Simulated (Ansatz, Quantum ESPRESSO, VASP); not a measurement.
NiGe (Pnma, 8 atoms in the cell) computed with different codes at matched settings

Self-consistent single point.

```
CELL_PARAMETERS angstrom
      5.31046     0.00000     0.00000
      0.00000     3.43850     0.00000
      0.00000     0.00000     5.74995
ATOMIC_POSITIONS crystal
  Ni 0.50554 0.25000 0.69073
  Ni 0.49446 0.75000 0.30927
  Ni 0.99446 0.75000 0.19073
  Ni 0.00554 0.25000 0.80927
  Ge 0.68966 0.25000 0.08698
  Ge 0.31034 0.75000 0.91302
  Ge 0.81034 0.75000 0.58698
  Ge 0.18966 0.25000 0.41302
```

Shared settings, as Ansatz (a quantum-chemistry and plane-wave program) writes them: kpoints.mp_grid.grid = 4 5 3; magnetization.spin_orbit = true; scf.occupations.method = gaussian; scf.occupations.width = 0.05 eV. Potentials and cutoffs stand in the table.

```json
[
 {"code": "Ansatz", "model": "PBE with spin-orbit coupling, PAW files", "pressure (GPa)": "7.02", "largest force (eV/Å)": "0.102", "cutoff": "420 eV"},
 {"code": "Quantum ESPRESSO", "model": "PBE, spin-orbit coupling, PSlibrary fully relativistic ultrasoft (PBE) pseudopotentials", "pressure (GPa)": "8.40", "largest force (eV/Å)": "0.140", "cutoff": "50 Ry"},
 {"code": "VASP", "model": "PBE, spin-orbit coupling, VASP's PBE PAW potentials (set 64)", "pressure (GPa)": "5.93", "largest force (eV/Å)": "0.108", "cutoff": "300 eV"}
]
```

Size of the force on each atom (eV/Å): Sizes of forces hide their directions.

```json
[
 {"code": "Ansatz", "Ni1": "0.102", "Ni2": "0.102", "Ni3": "0.102", "Ni4": "0.102", "Ge5": "0.089", "Ge6": "0.089", "Ge7": "0.089", "Ge8": "0.089"},
 {"code": "Quantum ESPRESSO", "Ni1": "0.135", "Ni2": "0.135", "Ni3": "0.135", "Ni4": "0.135", "Ge5": "0.140", "Ge6": "0.140", "Ge7": "0.140", "Ge8": "0.140"},
 {"code": "VASP", "Ni1": "0.108", "Ni2": "0.108", "Ni3": "0.108", "Ni4": "0.108", "Ge5": "0.089", "Ge6": "0.089", "Ge7": "0.089", "Ge8": "0.089"}
]
```

The spread over the programs that give each value: pressure within 2.47 GPa; largest force within 0.038 eV/Å.

Ansatz's pressure is given at a fixed set of plane waves, as the other plane-wave codes print theirs; with its correction for the finite basis it is 7.13 GPa.

The shared mesh is coarse (it stands for a supercell whose shortest vector is 17 Å), so the values are not converged in it.

VASP's run is marked for a possible Pulay error in its stress at this cutoff; no cutoff test was made.

The starting cell comes from a database of computed structures (which also holds hypothetical and non-ambient phases and stackings), without a prior relaxation at this level. Its lattice was rescaled by a random factor within 2.5 % of one.

Left out of this page: SIESTA (not drawn, or without a comparable value).

Keys are those of Ansatz 0.2.
